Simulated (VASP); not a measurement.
```xyz
8
Lattice="2.7008 -2.7106 0.0000 2.7008 2.7106 0.0000 0.0000 0.0000 7.4807" Properties=species:S:1:pos:R:3 pbc="T T T"
W      2.7008    -0.2734     5.6105
W      2.7008     0.2734     1.8702
O      2.7008     0.0000     3.7403
O      2.7008     0.0000     0.0000
O      1.3562    -1.2608     1.8702
O      4.0453     1.2608     5.6105
O      1.3562     1.2608     5.6105
O      4.0453    -1.2608     1.8702
```

Level of theory: LDA (Ceperley-Alder, Perdew-Zunger), VASP's LDA PAW potentials (set 64) (plane waves; VASP 6.6.1). Run with 520 eV cut-off, Gaussian smearing of 0.050 eV, potentials W_sv O.

Unless said otherwise, spin-orbit coupling is left out, though it shifts the bands of the heavy elements here.

Question: Give the energies of bands 24 to 37 at the high-symmetry points, in eV from the valence-band maximum.

Answer: 
```tsv
band	Γ	Y	C0	Z	A0	T	S	R
24	-2.08	-3.59	-3.59	-2.41	-4.84	-4.84	-2.52	-2.97
25	-2.05	-3.40	-3.40	-2.15	-4.32	-4.32	-2.47	-2.12
26	-2.02	-2.27	-2.27	-2.15	-4.32	-4.32	-2.30	-2.12
27	-1.46	-1.90	-1.90	-2.06	-0.61	-0.61	-2.15	-2.04
28	-1.44	-1.84	-1.84	-2.06	-0.61	-0.61	-1.99	-2.04
29	-1.39	-0.15	-0.15	-1.52	-0.56	-0.56	-1.51	-1.79
30	-1.36	-0.13	-0.13	-1.52	-0.56	-0.56	-1.35	-1.79
31	-1.15	0.00	0.00	-1.45	-0.14	-0.14	-1.10	-0.56
32	-1.10	0.00	0.00	-1.45	-0.14	-0.14	-0.01	-0.56
33	1.03	4.02	4.02	1.87	4.65	4.65	1.10	3.04
34	1.13	4.18	4.18	1.87	4.65	4.65	4.10	3.04
35	1.84	5.36	5.36	2.98	4.74	4.74	4.28	4.30
36	1.94	5.39	5.39	2.98	4.74	4.74	4.34	4.30
37	4.52	5.63	5.63	3.10	5.39	5.39	4.63	4.71
```

The gap is indirect, 1.03 eV, from the valence maximum at Y to the conduction minimum at Γ.

The structure comes from a computed database's WO3 entry (Cmcm); how it stands against other phases isn't given here. It was relaxed first, which changed the volume by -5 %.
